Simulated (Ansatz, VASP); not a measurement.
# Sb (antimonene bilayer, AB) in two plane-wave programs

One calculation is typed for both programs; each brings its own data sets. How far apart do they land? The cell is taken from a series of runs on this material, whose earlier steps may have relaxed, scaled, displaced or heated it; both programs get it as it stands.

Calculated with Ansatz 0.2.0; plane waves, with VASP 6.6.1 beside it; PBE with D3(BJ).

### 1. The structure

The cell holds 4 atoms: 4 Sb. Its edges and angles: a = 4.193 Å, b = 4.193 Å, c = 23.487 Å, α = 90.0°, β = 90.0°, γ = 120.0°. Vacuum lies along c.

### 2. Ansatz: single point, PBE with D3(BJ)

Ansatz runs on its default PAW (the set named soft_2) files.

With cell and atoms fixed, the geometry can't cause a difference; cores, projectors, grids and the points listed under the comparison can.

input.yaml reads:

```yaml
crystal:
  lattice:
    - [4.1927781109, 0.0, 0.0]
    - [-2.0963890555, 3.6310523565, 0.0]
    - [0.0, 0.0, 23.4868933665]
  atoms:
    - { symbol: Sb, position: [0.6666666667, 0.3333333333, 0.383192441] }
    - { symbol: Sb, position: [0.3333333333, 0.6666666667, 0.4506307709] }
    - { symbol: Sb, position: [0.0, 0.0, 0.5493692291] }
    - { symbol: Sb, position: [0.6666666667, 0.3333333333, 0.616807559] }
kpoints:
  mp_grid: { grid: [12, 12, 1] }
  band_path:
    path: [[0, 0, 0], [0.5, 0, 0], [0.33333333, 0.33333333, 0], [0, 0, 0]]
    npoints: 16
hamiltonian:
  xc: pbe
  dispersion: d3bj
scf:
  occupations: { method: fermi_dirac, width: 0.02585 }
  convergence: { dr2_threshold: 1.0e-10 }
efield:
  axis: 3
  dipole_correction: true
  ramp_position: 0.97
  ramp_width: 0.06
  amplitude: 0
output:
  dos: { projected: true, e_range: [-6, 5] }
  write_potential: true
  write_density: true
  volumetric_format: npy
  elf: true
```

Started as:

```console
> ansatz run input.yaml --threads 4 --pin off --max-ram 8192MiB --backend cpu --events-out ev --progress --plain --runs-dir out
```

Numbers of over 12 decimals in the logs are rounded to 6 here.

The log of the run:

```text
Engine: ansatz 0.2.0, x86_64-unknown-linux-gnu
Pseudopotentials: kind: paw
Pseudopotential: Sb, paw, valence charge 15, recommended cutoff 420 eV (normal), Sb.paw.azcp
Functional definition: PBE
  parameter kappa = 0.804
  parameter beta = 0.066725
  exchange = pbe_x(kappa = kappa, mu = beta*pi^2/3)
  correlation = pbe_c(beta = beta)
Crystal: 4 atoms, lattice volume = 357.569 Å³
Basis set: ecut = 420 eV, 6901 PW (Γ)
Bands: 36, of which v1, the nominal top of the filled ones, is band 30 counted from 1 (29 counted from 0)
Symmetry: 6 space group operations
k-points: 19 of 144 (time reversal used)
Non-local potential: Sb, projectors of the file, l = 0: 2, l = 1: 2, l = 2: 2, l = 3: 2
PAW form: soft (Blöchl's): semilocal exchange-correlation on the pseudo side does not see the compensation charge
PAW one-centre angular grid: Sb, 590 points (default); XC on 64 Gauss nodes
Initial density: superposition of atomic densities (neutral atoms: chi_scale 0, normalization atom), corrected by the library's trained network
Initial wavefunctions: pseudopotential atomic-orbital guess
Functional: x = pbe(κ = 0.804, μ = 0.219515), c = pbe(β = 0.066725)
SCF iter   1: F=—  HF=-25939.044774 eV  |F-HF|=—  |Δ(HF+E_count)|=         —  Δρ=1.33e-3  dr2=2.47e-2  ethr=1.77e-3  p=0.000 e·Å  D=3.85e-14 V/Å  ΔV_dip=-0.00 eV  dr2_dipole=2.38e-7  V_vac-E_F(+/−)=3.92/3.92 eV  ⟨swp⟩=10.6  Hψ=3472  notcnv=0
efield: sawtooth ramp at fractional position 0.9700 (set: `efield.ramp_position`, or a place that a band, a saddle search or an elastic batch's reference lends), width 0.0600; the density the first Hamiltonian is built on has a dipole p = 0.000 e·Å; the dipole correction subtracts the counter field D = 3.85e-14 V/Å, which shifts the + side's vacuum level by -0.00 eV against the − side's; the planar-averaged density in the ramp window peaks in size at 1.8e-6 e/Å³
preconditioner: auto → LDOS  [insulator: Δε(μ)=0.201 eV  Ē_g=7.577 eV  σ=0.026 eV  W_gap=0.96  n_scr=56 (ndim 8)  ℏωp=8.8 eV  f_vac=0.610  D(μ)=0.16/eV (n_scr^D=2)  ε∞_Penn≈2.3  β→1.0]
SCF iter   2: F=—  HF=-25939.062612 eV  |F-HF|=—  |Δ(HF+E_count)|=   1.78e-2  Δρ=2.10e-3  dr2=1.39e-1  ethr=4.12e-5  p=-0.000 e·Å  D=-8.31e-5 V/Å  ΔV_dip=0.00 eV  dr2_dipole=1.49e-6  V_vac-E_F(+/−)=4.05/4.04 eV  ⟨swp⟩=3.9  Hψ=1851  notcnv=0  defer=20
SCF iter   3: F=—  HF=-25939.043899 eV  |F-HF|=—  |Δ(HF+E_count)|=   1.87e-2  Δρ=5.62e-4  dr2=4.27e-3  ethr=4.12e-5  p=-0.000 e·Å  D=-2.35e-5 V/Å  ΔV_dip=0.00 eV  dr2_dipole=2.91e-8  V_vac-E_F(+/−)=3.90/3.90 eV  ⟨swp⟩=3.7  Hψ=1295  notcnv=0  defer=20
SCF iter   4: F=—  HF=-25939.043073 eV  |F-HF|=—  |Δ(HF+E_count)|=   8.25e-4  Δρ=1.19e-4  dr2=7.83e-5  ethr=7.11e-6  p=-0.000 e·Å  D=-8.32e-6 V/Å  ΔV_dip=0.00 eV  dr2_dipole=1.82e-10  V_vac-E_F(+/−)=3.91/3.91 eV  ⟨swp⟩=2.1  Hψ=1250  notcnv=0  defer=20
SCF iter   5: F=—  HF=-25939.043077 eV  |F-HF|=—  |Δ(HF+E_count)|=   3.57e-6  Δρ=5.04e-5  dr2=7.79e-6  ethr=1.30e-7  p=0.000 e·Å  D=7.22e-8 V/Å  ΔV_dip=-0.00 eV  dr2_dipole=7.57e-10  V_vac-E_F(+/−)=3.90/3.90 eV  ⟨swp⟩=2.1  Hψ=1239  notcnv=0  defer=20
SCF iter   6: F=—  HF=-25939.043075 eV  |F-HF|=—  |Δ(HF+E_count)|=   1.68e-6  Δρ=7.90e-6  dr2=3.80e-7  ethr=1.30e-8  p=0.000 e·Å  D=2.34e-6 V/Å  ΔV_dip=-0.00 eV  dr2_dipole=1.76e-9  V_vac-E_F(+/−)=3.90/3.90 eV  ⟨swp⟩=2.0  Hψ=1234  notcnv=0  defer=20
SCF iter   7: F=—  HF=-25939.042966 eV  |F-HF|=—  |Δ(HF+E_count)|=   1.09e-4  Δρ=2.30e-6  dr2=3.10e-8  ethr=6.34e-10  p=-0.000 e·Å  D=-3.51e-6 V/Å  ΔV_dip=0.00 eV  dr2_dipole=4.64e-9  V_vac-E_F(+/−)=3.90/3.90 eV  ⟨swp⟩=2.0  Hψ=872  notcnv=0  defer=20
SCF iter   8: F=—  HF=-25939.042966 eV  |F-HF|=—  |Δ(HF+E_count)|=   4.92e-9  Δρ=7.97e-7  dr2=2.71e-8  ethr=5.16e-11  p=0.000 e·Å  D=5.64e-6 V/Å  ΔV_dip=-0.00 eV  dr2_dipole=1.17e-8  V_vac-E_F(+/−)=3.90/3.90 eV  ⟨swp⟩=2.1  Hψ=1236  notcnv=0  defer=20
SCF iter   9: F=—  HF=-25939.042966 eV  |F-HF|=—  |Δ(HF+E_count)|=   1.94e-9  Δρ=2.67e-7  dr2=2.31e-10  ethr=4.52e-11  p=-0.000 e·Å  D=-3.08e-8 V/Å  ΔV_dip=0.00 eV  dr2_dipole=1.17e-12  V_vac-E_F(+/−)=3.90/3.90 eV  ⟨swp⟩=1.8  Hψ=722  notcnv=0  defer=20
SCF iter  10: F=-25939.042966 eV  HF=-25939.042966 eV  |F-HF|=0.00e0  |Δ(HF+E_count)|=  2.11e-10  Δρ=4.65e-8  dr2=6.44e-12  ethr=1.00e-12  p=0.000 e·Å  D=4.03e-8 V/Å  ΔV_dip=-0.00 eV  dr2_dipole=1.93e-13  V_vac-E_F(+/−)=3.90/3.90 eV  ⟨swp⟩=9.6  Hψ=2014  notcnv=0
SCF 1 converged in 10 iterations: F = -25939.042966 eV  dr2 = 6.44e-12
  greatest PAW one-centre occupation: 0.996 electrons in one spin orbital (limit 2), on the Sb atom at site 1 (counted from 0), in its partial waves of l = 2
NSCF: frozen V_eff on 49 k-points
efield: sawtooth ramp at fractional position 0.9700 (kept from the solve that this one continues, or follows in the run), width 0.0600; the density the first Hamiltonian is built on has a dipole p = 0.000 e·Å; the dipole correction subtracts the counter field D = 4.03e-8 V/Å, which shifts the + side's vacuum level by -0.00 eV against the − side's; the planar-averaged density in the ramp window peaks in size at 4.3e-8 e/Å³
WARN: The output density's exchange-correlation potential varies sharply where the density is thin. Do not read a vacuum level from v_tot or v_xc, or from such a field of the output density. On a cell that repeats whose density bears no net charge and no dipole along the vacuum's axis use v_es (v_loc + v_h of the components); under efield.dipole_correction with no amplitude use v_es + v_field, which holds any externa [...]
SCF converged after 10 iterations
Free energy (F): -25939.042966 eV
Harris-Foulkes:  -25939.042966 eV  (|F-HF|=0.00e0)
Internal energy: -25939.042366 eV  (E = F + TS)
E sigma→0 (E₀):  -25939.042666 eV
Entropy (-TS):   -0.000600 eV (-0.150 meV/atom)
Fermi energy:    0.894073 eV
Dipole field:    D = -0.000000 V/Å  (p = -0.000001 e·Å, saw-weighted, corrected)
Work function:   Φ+ = 3.9033 eV   Φ− = 3.9033 eV
Levels:          The Fermi level and band energies are counted from a zero that moves with the ramp; work functions are not
--- Per-component energies (eV) ---
  E_band       = -1233.891730
  E_kinetic    = 826.960666
  E_local      = -45535.139531  (includes V_loc(G=0)·N_el)
  E_nonlocal   = 1448.726077
  E_hartree    = 22193.265995
  E_xc         = -552.812092
  E_vxc        = -383.537994  (∫ρ·V_xc dr)
  E_paw        = -18301.214195  (= ΣΔE_a)
  E_vpaw       = -1977.432950  (= ΣTr[D̂ρ^β])
  E_aug_tail   = -0.000006  (compensation charges beyond the density's cutoff)
  E_efield     = 0.000000  (sawtooth field / dipole correction)
  E_vefield    = 0.000000  (∫n·V_field dr)
  E_ewald      = 13982.523927
  E_disp       = -1.353207  (pairwise vdW)
  E_smearing   = -0.000600  (= −TS)
  E_closure    = 0.000000  (closes the sum)
  Σ components = -25939.042966   (vs F -25939.042966, Δ=0.00e0)
--- Band table (eV; the first three rows and the last of 19) ---
  k-point 0: bands = [... 26 lower, -0.5865, -0.2826, -0.2826, 0.4856, 1.0374, 1.8901, 1.8901, 2.7740, ... 2 higher]
  k-point 1: bands = [... 26 lower, -0.8236, -0.7582, -0.3476, 0.8025, 1.3398, 1.9338, 2.0379, 2.7495, ... 2 higher]
  k-point 2: bands = [... 26 lower, -1.2614, -0.8374, -0.6027, 0.1764, 1.6037, 2.3039, 2.3159, 2.9974, ... 2 higher]
  k-point 18: bands = [... 26 lower, -2.6285, -1.8546, -1.8546, -1.2772, 1.8792, 1.8792, 2.5723, 4.3494, ... 2 higher]
```

### 3. VASP: single point, PBE with D3(BJ)

The same cell, functional, mesh and smearing now go to VASP, with its own data sets.

Lines of VASP's logs that name or quote its potential files are left out, and so is its time.

INCAR reads:

```
SYSTEM = Sb
PREC = Accurate
ENCUT = 400
EDIFF = 1E-06
NELM = 120
ISMEAR = -1
SIGMA = 0.02585
LREAL = .FALSE.
ALGO = Normal
GGA = PE
IVDW = 12
NBANDS = 16
LORBIT = 11
LWAVE = .FALSE.
LCHARG = .FALSE.
ISIF = 2
LDIPOL = .TRUE.
IDIPOL = 3
DIPOL = 0.5 0.5 0.5
LVHAR = .TRUE.
LASPH = .TRUE.
GGA_COMPAT = .FALSE.
EFERMI = MIDGAP
NELMDL = -8
```

POSCAR reads:

```
Sb
1.0
    4.1927781109      0.0000000000      0.0000000000
   -2.0963890555      3.6310523565      0.0000000000
    0.0000000000      0.0000000000     23.4868933665
Sb
4
Direct
    0.6666666667      0.3333333333      0.3831924410
    0.3333333334      0.6666666666      0.4506307709
    0.0000000000      1.0000000000      0.5493692291
    0.6666666667      0.3333333333      0.6168075590
```

KPOINTS reads:

```
Automatic mesh
0
Gamma
12 12 1
0 0 0
```

PAW data sets: Sb (PBE family, release 64).

Started as:

```console
> mpirun -np 1 vasp_std
```

The log of the run:

```text
[banner, memory and clock lines left out]
running    1 mpi-ranks, on    1 nodes
 distrk:  each k-point on    1 cores,    1 groups
 distr:  one band on    1 cores,    1 groups

 POSCAR found type information on POSCAR Sb
 POSCAR found :  1 types and       4 ions
 LDA part: xc-table for (Slater+PW92), standard interpolation
 POSCAR, INCAR and KPOINTS ok, starting setup
 FFT: planning ... GRIDC
 FFT: planning ... GRID_SOFT
 FFT: planning ... GRID
 WAVECAR not read
 entering main loop
       N       E                     dE             d eps       ncg     rms          rms(c)
DAV:   1     0.103783196120E+03    0.10378E+03   -0.51409E+03   608   0.702E+02
DAV:   2    -0.688544056672E+01   -0.11067E+03   -0.10743E+03   864   0.133E+02
DAV:   3    -0.160971269652E+02   -0.92117E+01   -0.91717E+01   848   0.452E+01
DAV:   4    -0.163099195897E+02   -0.21279E+00   -0.21265E+00   888   0.836E+00
DAV:   5    -0.163167743232E+02   -0.68547E-02   -0.68546E-02   976   0.154E+00
DAV:   6    -0.163168460701E+02   -0.71747E-04   -0.71747E-04   912   0.128E-01
DAV:   7    -0.163168496602E+02   -0.35901E-05   -0.35900E-05  1000   0.255E-02
DAV:   8    -0.163168497890E+02   -0.12874E-06   -0.12877E-06   776   0.338E-03    0.427E+00
DAV:   9    -0.162850934325E+02    0.31756E-01   -0.24374E-02   744   0.823E-01    0.262E+00
DAV:  10    -0.162663053430E+02    0.18788E-01   -0.49824E-02   792   0.119E+00    0.129E-01
DAV:  11    -0.162663863452E+02   -0.81002E-04   -0.16622E-03   944   0.234E-01    0.841E-02
DAV:  12    -0.162662979498E+02    0.88395E-04   -0.84076E-04   824   0.141E-01    0.229E-02
DAV:  13    -0.162662605767E+02    0.37373E-04   -0.99559E-05   848   0.489E-02    0.150E-02
DAV:  14    -0.162662862278E+02   -0.25651E-04   -0.10677E-04   832   0.389E-02    0.802E-03
DAV:  15    -0.162663226371E+02   -0.36409E-04   -0.78190E-06   672   0.125E-02    0.540E-03
DAV:  16    -0.162664271377E+02   -0.10450E-03   -0.22455E-05   776   0.157E-02    0.246E-03
DAV:  17    -0.162664483342E+02   -0.21196E-04   -0.17132E-06   728   0.476E-03    0.119E-03
DAV:  18    -0.162664710714E+02   -0.22737E-04   -0.19965E-06   672   0.400E-03    0.920E-04
DAV:  19    -0.162664778386E+02   -0.67672E-05   -0.25350E-07   608   0.156E-03    0.467E-04
DAV:  20    -0.162664790007E+02   -0.11621E-05   -0.14235E-07   648   0.908E-04    0.283E-04
DAV:  21    -0.162664804008E+02   -0.14001E-05   -0.19365E-07   624   0.911E-04    0.116E-04
DAV:  22    -0.162664810996E+02   -0.69878E-06   -0.89799E-09   488   0.345E-04
   1 F= -.17619513E+02 E0= -.17619051E+02  d E =-.923628E-03
```

Parts of OUTCAR (step 3):

```text
ion  position               nearest neighbor table
   1  0.667  0.333  0.383-   2 2.89   2 2.89   2 2.89
   2  0.333  0.667  0.451-   1 2.89   1 2.89   1 2.89   3 3.35   3 3.35   3 3.35
   3  0.000  0.000  0.549-   4 2.89   4 2.89   4 2.89   2 3.35   2 3.35   2 3.35
   4  0.667  0.333  0.617-   3 2.89   3 2.89   3 2.89

  LATTYP: Found a hexagonal cell.
 ALAT       =     4.1927781109
 C/A-ratio  =     5.6017496622

 Subroutine GETGRP returns: Found 12 space group operations
 (whereof  6 operations were pure point group operations)

The static configuration has the point symmetry C_3v.
 The point group associated with its full space group is D_3d.

 Found     19 irreducible k-points:

   k-points           NKPTS =     19   k-points in BZ     NKDIM =     19   number of bands    NBANDS=     16

   dimension x,y,z NGX =    28 NGY =   28 NGZ =  160
   dimension x,y,z NGXF=    56 NGYF=   56 NGZF=  320

   ENCUT  =  400.0 eV  29.40 Ry    5.42 a.u.   6.84  6.84 38.30*2*pi/ulx,y,z

   NELECT =      20.0000    total number of electrons

 k-points in reciprocal lattice and weights: Automatic mesh
   0.00000000  0.00000000  0.00000000       0.007
   0.08333333  0.00000000  0.00000000       0.042
   0.16666667  0.00000000  0.00000000       0.042
   0.25000000  0.00000000  0.00000000       0.042
   0.33333333  0.00000000  0.00000000       0.042
   0.41666667  0.00000000  0.00000000       0.042
   0.50000000  0.00000000  0.00000000       0.021
   0.08333333  0.08333333  0.00000000       0.042
   0.16666667  0.08333333  0.00000000       0.083
[...]
0.33333333  0.25000000  0.00000000       0.083
   0.33333333  0.33333333  0.00000000       0.014

 dipolmoment           0.000000      0.000000     -0.000000 electrons x Angstroem

 average (electrostatic) potential at core
       1 -93.2400       2 -93.4073       3 -93.4073       4 -93.2400

 E-fermi :  -0.0619

 k-point     1 :       0.0000    0.0000    0.0000
  band No.  band energies     occupation
    ...
      6      -1.5545      2.00000
      7      -1.5545      2.00000
      8      -1.2541      2.00000
      9      -1.2541      2.00000
     10      -0.4693      2.00000
     11       0.0408      0.03696
     12       0.9334      0.00000
     13       0.9334      0.00000
     14       1.8113      0.00000
     15       2.0399      0.00000
    ...

 k-point     2 :       0.0833    0.0000    0.0000
  band No.  band energies     occupation
    ...
      6      -2.0826      2.00000
      7      -1.7921      2.00000
      8      -1.7160      2.00000
      9      -1.3195      2.00000
     10      -0.1388      1.90287
     11       0.3627      0.00000
     12       0.9549      0.00000
     13       1.0826      0.00000
     14       1.7886      0.00000
     15       2.2026      0.00000
    ...

 k-point     3 :       0.1667    0.0000    0.0000
  band No.  band energies     occupation
    ...
      6      -2.7290      2.00000
      7      -2.2305      2.00000
      8      -1.7792      2.00000
      9      -1.5757      2.00000
     10      -0.7673      2.00000
     11       0.6317      0.00000
     12       1.3551      0.00000
     13       1.3643      0.00000
     14       2.0140      0.00000
     15       2.5798      0.00000
    ...

 Edisp (eV)   -1.35303

  Total       0.08559     0.08559     0.12518    -0.00000     0.00000     0.00000
  in kB       0.38352     0.38352     0.56090    -0.00000     0.00000     0.00000
  external pressure =        0.44 kB  Pullay stress =        0.00 kB

  energy-cutoff  :      400.00
  volume of cell :      357.57
      direct lattice vectors                 reciprocal lattice vectors
     4.192778111  0.000000000  0.000000000     0.238505347  0.137701127  0.000000000
    -2.096389055  3.631052357  0.000000000     0.000000000  0.275402253  0.000000000
     0.000000000  0.000000000 23.486893366     0.000000000  0.000000000  0.042576938

 POSITION                                       TOTAL-FORCE (eV/Angst)
 -----------------------------------------------------------------------------------
      2.09639      1.21035      9.00000        -0.000000      0.000000     -0.060142
      0.00000      2.42070     10.58392         0.000000     -0.000000      0.081210
      0.00000      0.00000     12.90298        -0.000000      0.000000     -0.081210
      2.09639      1.21035     14.48689         0.000000     -0.000000      0.060142
 -----------------------------------------------------------------------------------
    total drift:                               -0.000000      0.000000      0.000001

  FREE ENERGIE OF THE ION-ELECTRON SYSTEM (eV)
  ---------------------------------------------------
  free  energy   TOTEN  =       -17.6195125345 eV

  energy  without entropy=      -17.6185889064  energy(sigma->0) =      -17.61905072

 vacuum level on the upper side and lower side of the slab         3.856         3.856

 total charge
# of ion       s       p       d       tot
------------------------------------------
    1        1.213   1.168   0.024   2.405
    2        1.209   1.155   0.039   2.403
    3        1.209   1.155   0.039   2.403
    4        1.213   1.168   0.024   2.405
--------------------------------------------------
tot          4.845   4.645   0.126   9.616

[... 3 further parts left out ...]
```

### 4. Side by side

Known differences besides the potentials themselves: the data sets hold 60 valence electrons in Ansatz (on its default PAW (the set named soft_2) files) and 20 in VASP; the cutoff is 420 eV in Ansatz and 400 eV in VASP. Total energies have different zeros and are not compared.

The two programs side by side:

| quantity | Ansatz | VASP | difference |
| --- | --- | --- | --- |
| gap on the k mesh (eV) | 0.195 | 0.167 | +0.027 |

A gap on the mesh is an upper bound, since the band edges may lie between its points. Where the cell holds vacuum, a pressure given here is an average over it and none of the material.

### 5. Outcome

| Item | Value |
| --- | --- |
| difference in gap on the k mesh (single point, PBE with D3(BJ)) | 0.027 eV |

In words: The difference in gap on the k mesh is 0.027 eV (single point, PBE with D3(BJ)), within the 0.08 eV picked in this series as the mark of a large difference. The data sets hold unlike numbers of valence electrons (60 in Ansatz and 20 in VASP), so part of the differences may come from the potentials. How closely two codes agree says nothing of how well the functional describes the real material.

[Lines on the potential files, build, host, timing and source positions are cut from VASP's logs without a mark.]

[Logs are printed without paths, hosts, clocks, repeated set-up lines and the standing remarks that a program may print on its own settings, such as how far it seeks lower states.]

[Hosts, paths, dates, database ids (printed as entryN), source tags and the programs' standing remarks are cut or masked in the printed files.]
